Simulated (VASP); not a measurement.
Output of a VASP run:

**OSZICAR**
```
       N       E                     dE             d eps       ncg     rms          rms(c)
DAV:   1    -0.361396023795E+01   -0.36140E+01   -0.50683E+03   936   0.981E+02
DAV:   2    -0.217742484128E+02   -0.18160E+02   -0.17478E+02  1488   0.117E+02
DAV:   3    -0.218759689201E+02   -0.10172E+00   -0.10172E+00   944   0.110E+01
DAV:   4    -0.218760885582E+02   -0.11964E-03   -0.11964E-03  1312   0.405E-01
DAV:   5    -0.218760885849E+02   -0.26610E-07   -0.26610E-07   920   0.410E-03    0.511E+00
DAV:   6    -0.193792150716E+02    0.24969E+01   -0.33068E-01  1088   0.630E+00    0.423E+00
DAV:   7    -0.222432830861E+02   -0.28641E+01   -0.14004E+00  1048   0.891E+00    0.102E+00
DAV:   8    -0.194115320367E+02    0.28318E+01   -0.41983E-01   992   0.570E+00    0.110E+00
DAV:   9    -0.195685790372E+02   -0.15705E+00   -0.26735E-02   992   0.214E+00    0.177E-01
DAV:  10    -0.195789014012E+02   -0.10322E-01   -0.72469E-03  1144   0.981E-01    0.169E-01
DAV:  11    -0.195783042988E+02    0.59710E-03   -0.10445E-04   920   0.116E-01    0.144E-01
DAV:  12    -0.195807438711E+02   -0.24396E-02   -0.55736E-04   896   0.302E-01    0.224E-02
DAV:  13    -0.195807810467E+02   -0.37176E-04   -0.12184E-05  1264   0.480E-02    0.160E-02
DAV:  14    -0.195807825144E+02   -0.14678E-05   -0.93590E-07   728   0.113E-02    0.221E-02
DAV:  15    -0.195807818546E+02    0.65987E-06   -0.10867E-06   928   0.113E-02
   1 F= -.19580782E+02 E0= -.19580782E+02  d E =-.195808E+02
       N       E                     dE             d eps       ncg     rms          rms(c)
DAV:   1    -0.195803452680E+02    0.43725E-03   -0.35766E-02  1072   0.197E+00    0.151E-01
DAV:   2    -0.195804414682E+02   -0.96200E-04   -0.80108E-04   920   0.292E-01    0.938E-02
DAV:   3    -0.195800761064E+02    0.36536E-03   -0.29648E-04  1016   0.230E-01    0.133E-02
DAV:   4    -0.195805122325E+02   -0.43613E-03   -0.21941E-04   896   0.160E-01    0.417E-03
DAV:   5    -0.195805196762E+02   -0.74437E-05   -0.71922E-06   944   0.263E-02    0.106E-03
DAV:   6    -0.195805223373E+02   -0.26611E-05   -0.17233E-06   896   0.176E-02    0.139E-03
DAV:   7    -0.195805232508E+02   -0.91346E-06   -0.50522E-07   448   0.913E-03
   2 F= -.19580523E+02 E0= -.19580523E+02  d E =0.258604E-03
       N       E                     dE             d eps       ncg     rms          rms(c)
DAV:   1    -0.195811062669E+02   -0.58393E-03   -0.11323E-02  1064   0.110E+00    0.849E-02
DAV:   2    -0.195811415839E+02   -0.35317E-04   -0.26206E-04   920   0.166E-01    0.528E-02
DAV:   3    -0.195810262716E+02    0.11531E-03   -0.94885E-05  1024   0.130E-01    0.755E-03
DAV:   4    -0.195811609031E+02   -0.13463E-03   -0.70842E-05   896   0.903E-02    0.237E-03
DAV:   5    -0.195811643083E+02   -0.34052E-05   -0.24808E-06   928   0.155E-02    0.598E-04
DAV:   6    -0.195811640463E+02    0.26198E-06   -0.55680E-07   464   0.101E-02
   3 F= -.19581164E+02 E0= -.19581164E+02  d E =-.382192E-03
```

### OUTCAR
```
------------------------ aborting loop because EDIFF is reached ----------------------------------------
  FORCE on cell =-STRESS in cart. coord.  units (eV):
  Direction    XX          YY          ZZ          XY          YZ          ZX
  --------------------------------------------------------------------------------------
  Total       -0.0020724     -0.0020724     -0.0020724      0.0000000      0.0000000      0.0000000
  in kB       -0.2941772     -0.2941772     -0.2941772      0.0000000      0.0000000      0.0000000
  external PRESSURE =      -0.2941772 kB  Pullay stress =       0.0000000 kB
  volume of cell :       11.29
      direct lattice vectors                 reciprocal lattice vectors
    -0.000000000  1.780398807  1.780398807    -0.280835955  0.280835955  0.280835955
     1.780398807  0.000000000  1.780398807     0.280835955 -0.280835955  0.280835955
     1.780398807  1.780398807  0.000000000     0.280835955  0.280835955 -0.280835955
 POSITION                                       TOTAL-FORCE (eV/Angst)
 -----------------------------------------------------------------------------------
      2.67060      2.67060      2.67060        -0.000000     -0.000000     -0.000000
      1.78040      1.78040      1.78040         0.000000      0.000000      0.000000
 -----------------------------------------------------------------------------------
    total drift:                                0.000000     -0.000000      0.000000
  FREE ENERGIE OF THE ION-ELECTRON SYSTEM (eV)
  ---------------------------------------------------
  free  energy   TOTEN  =       -19.5811640463 eV

  energy  without entropy=      -19.5811640463  energy(sigma->0) =      -19.58116405

 reached required accuracy - stopping structural energy minimisation
```
(Selected blocks of OUTCAR.)

### POSCAR
```
C
1
    0.0000000000     1.7833180000     1.7833180000
    1.7833180000     0.0000000000     1.7833180000
    1.7833180000     1.7833180000     0.0000000000
C
2
Direct
  0.7500000000   0.7500000000   0.7500000000
  0.5000000000   0.5000000000   0.5000000000
```

**Question.** Write an INCAR and KPOINTS that could have produced this output.

**Answer.** One answer among several that fit: the input of the run itself, r2SCAN+rVV10, plane waves, VASP's PBE PAW potentials (set 64).

### KPOINTS
```
kpoints
0
gamma
11 11 11
0 0 0
```

### INCAR
```
SYSTEM=C
PREC=Accurate; ENCUT=520; LREAL=.False.
LASPH=.True.
EDIFF=1E-6; NELM=100; ALGO=Normal
LMIXTAU=.True.
ISMEAR=0; SIGMA=0.05
METAGGA=R2SCAN; LUSE_VDW=.True.; BPARAM=11.95
CPARAM=0.0093
IBRION=2; NSW=60; ISIF=3
EDIFFG=-0.01
LWAVE=.False.; LCHARG=.False.
```

POTCAR, in this order: C (PBE.64 set). Program: vasp_std.

The structure comes from a measured C entry (Fd-3m) of the Crystallography Open Database, whose conditions weren't checked. This run relaxes it. Symmetry was kept, so distortions that lower it aren't found.
